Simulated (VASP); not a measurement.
A run of VASP 6.6.1:

run.py

```python
from ase import Atoms
from ase.calculators.vasp import Vasp
from ase.eos import EquationOfState
from ase.io import Trajectory
from ase.units import GPa

atoms = Atoms(
    ['Si', 'Mg', 'Mg', 'Mg', 'Mg', 'Mg', 'Mg', 'B'],
    cell=[[3.866749, 0.000386, 0.06684], [0.083397, 3.95827, 4.976278], [0.082641, -3.974782, 4.989291]],
    scaled_positions=[[0.0, 0.946496, 0.946496], [0.5, 0.140363, 0.140363], [0.5, 0.102227, 0.663645], [0.5, 0.663645, 0.102227], [0.0, 0.371365, 0.371365], [0.0, 0.444203, 0.813606], [0.0, 0.813606, 0.444203], [0.5, 0.518093, 0.518093]],
    pbc=True,
)
calc = Vasp(
    directory='calc',
    xc='optb88-vdw',
    pp='PBE',
    setups='recommended',
    prec='Accurate',
    encut=450,
    ediff=1e-07,
    ismear=-5,
    sigma=0.05,
    lreal=False,
    lasph=True,
    nelm=80,
    algo='Normal',
    isif=2,
    lwave=False,
    lcharg=False,
    kpts=[7, 5, 5],
    gamma=True,
)
atoms.calc = calc
cell = atoms.cell.copy()
volumes, energies = [], []
traj = Trajectory('eos.traj', 'w')
for x in [0.94, 0.96, 0.98, 1.0, 1.02, 1.04, 1.06]:
    atoms.set_cell(cell * x ** (1 / 3), scale_atoms=True)
    volumes.append(atoms.get_volume())
    energies.append(atoms.get_potential_energy())
    traj.write(atoms)
    print(f'{x:5.2f} {volumes[-1]:12.5f} {energies[-1]:14.6f}')

v0, e0, B = EquationOfState(volumes, energies, eos='birchmurnaghan').fit()
print(f'V0 = {v0:.4f} A^3, E0 = {e0:.6f} eV, B = {B / GPa:.2f} GPa')
```

Potentials or basis: VASP PAW PBE potentials, release 64 (Si, Mg, B).

Run with:

```bash
$ python run.py
```

Hardware: 1 thread of AMD EPYC 9R45 96-Core Processor (Zen 5) (shared host).

Q: How long does it take, and how much memory?

A: Run time: 20 min on 1 thread of AMD EPYC 9R45 96-Core Processor (Zen 5), with other jobs on the host, peak memory 0.65 GiB. Counts: scf iterations 20, k points 88.
